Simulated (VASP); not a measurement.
MgCd2Te3:

```
CELL_PARAMETERS angstrom
2.87062 -4.38166 0.00000
2.87062 4.38166 0.00000
0.00000 0.00000 7.08564
ATOMIC_POSITIONS crystal
Mg 0.50000 0.50000 0.50000
Cd 0.00000 0.00000 0.17735
Cd 0.00000 0.00000 0.82265
Te 0.30659 0.69341 0.00000
Te 0.69341 0.30659 0.00000
Te 0.00000 0.00000 0.50000
```

The cell was built by a generator and needn't be a form met in nature.

| Property | Result |
| --- | --- |
| Program | VASP 6.6.1 |
| Task | relaxation of cell and atoms |
| Functional | PBE |
| Potentials or basis | VASP PAW PBE potentials, release 64 (Mg, Cd, Te) |
| Cutoff | 520 eV |
| k mesh | 3 × 3 × 2 |
| Occupations | gaussian, width 0.15 eV |
| Spin | no spin polarisation |

At the start: pressure 14.7 GPa; volume 29.71 Å³/atom.

Task: Where does the relaxation end?

Result: Over 9 steps the energy falls by 553.2 meV/atom and the volume is 36.52 Å³/atom (+22.9 %); space group Cmmm (No. 65, to 0.05 Å).

The path:
```tsv
step	energy change (eV)	largest force (eV/Å)	pressure (GPa)	volume (Å³)
1	0.0000	4.5930	14.68	178.25
2	-2.7974	1.1485	-2.34	253.71
3	-3.1601	1.1176	0.34	220.25
4	-3.1571	1.2337	-0.59	227.25
5	-3.1654	1.1883	-0.21	224.45
6	-3.2910	0.3617	-0.36	224.20
7	-3.3004	0.1505	-0.30	224.06
8	-3.3148	0.0973	-0.13	221.79
9	-3.3191	0.0490	0.13	219.14
```

Final structure:
```xyz
6
Lattice="2.8858 -4.4163 0.0000 2.8858 4.4163 0.0000 0.0000 0.0000 8.5973" Properties=species:S:1:pos:R:3 pbc="T T T"
Mg    2.8858    0.0000    4.2986
Cd    0.0000    0.0000    1.4218
Cd    0.0000    0.0000    7.1755
Te    2.8858    1.6371    0.0000
Te    2.8858   -1.6371    0.0000
Te    0.0000    0.0000    4.2986
```

Caveat: the k mesh is coarse (spacing up to 0.44 Å⁻¹), so the values aren't converged; the volume moved by over 15 % at a fixed basis, so the end points are rough.
